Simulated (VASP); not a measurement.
Here is the system:

```
CELL_PARAMETERS angstrom
      0.00000     2.90045     2.90045
      2.90045     0.00000     2.90045
      2.90045     2.90045     0.00000
ATOMIC_POSITIONS crystal
  Ca 0.00000 0.00000 0.00000
  Se 0.50000 0.50000 0.50000
```

Method: LDA (Ceperley-Alder, Perdew-Zunger), VASP's LDA PAW potentials (set 64) (plane waves; VASP 6.6.1). Run with 520 eV cut-off, Gaussian smearing of 0.050 eV, potentials Ca_sv Se.

### Question
Give the energies of bands 6 to 11 at the high-symmetry points, in eV from the valence-band maximum.

### Answer

```json
[
 {"band": "6", "Γ": "0.00", "X": "-2.69", "U": "-2.43", "L": "-3.58", "W": "-2.15"},
 {"band": "7", "Γ": "0.00", "X": "-1.00", "U": "-2.24", "L": "-1.36", "W": "-2.15"},
 {"band": "8", "Γ": "0.00", "X": "-1.00", "U": "-1.23", "L": "-1.36", "W": "-1.85"},
 {"band": "9", "Γ": "3.43", "X": "1.71", "U": "3.08", "L": "4.47", "W": "4.30"},
 {"band": "10", "Γ": "3.51", "X": "5.03", "U": "5.71", "L": "5.48", "W": "4.30"},
 {"band": "11", "Γ": "3.51", "X": "5.11", "U": "5.74", "L": "5.49", "W": "5.26"}
]
```

The gap is indirect, 1.71 eV, from the valence maximum at Γ to the conduction minimum at X.

Measured: gap 3.85 eV (computed value off by -2.14 eV), as given by Abedi et al., (2022), arXiv:2211.14644.

The compound is CaSe in the rock salt structure. It was relaxed first, which changed the volume by -6 %.
